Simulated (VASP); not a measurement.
A run of VASP 6.6.1:

The input INCAR:

```
  ALGO = Fast
  EDIFF = 1E-7
  ENCUT = 520
  ISIF = 2
  ISMEAR = 1
  LASPH = T
  LCHARG = T
  LREAL = F
  LVHAR = T
  LWAVE = F
  NELM = 100
  PREC = Accurate
  SIGMA = 0.1
```

The input KPOINTS:

```
k-points
0
Gamma
  12 12 10
```

The input POSCAR:

```
YSi2                                    
1.0
    4.0335538858      0.0000000000      0.0000000000
   -2.0167769429      3.4931601372     -0.0000000000
   -0.0000000000      0.0000000000      3.8609719349
  Y               Si            
     1     2
Direct
     0.0000000000000000    0.0000000000000000    0.0000000000000000
     0.3333333300000021    0.6666666699999979    0.5000000000000000
     0.6666666699999979    0.3333333300000021    0.5000000000000000
```

Potentials or basis: VASP PAW LDA potentials, release 64 (Y_sv, Si).

The run is started by

```console
$ cat potpaw_LDA.64/Y_sv/POTCAR potpaw_LDA.64/Si/POTCAR > POTCAR
$ mpirun -np 1 vasp_std > vasp.out
```

Hardware: 1 thread of Intel(R) Xeon(R) 6975P-C (Granite Rapids), with other jobs on the host.

Problem. Estimate the wall time of this run.

Solution. Wall time 77 s on 1 thread of Intel(R) Xeon(R) 6975P-C (Granite Rapids), with other jobs on the host, peak memory 0.23 GiB. Counts: scf iterations 29, k points 114.
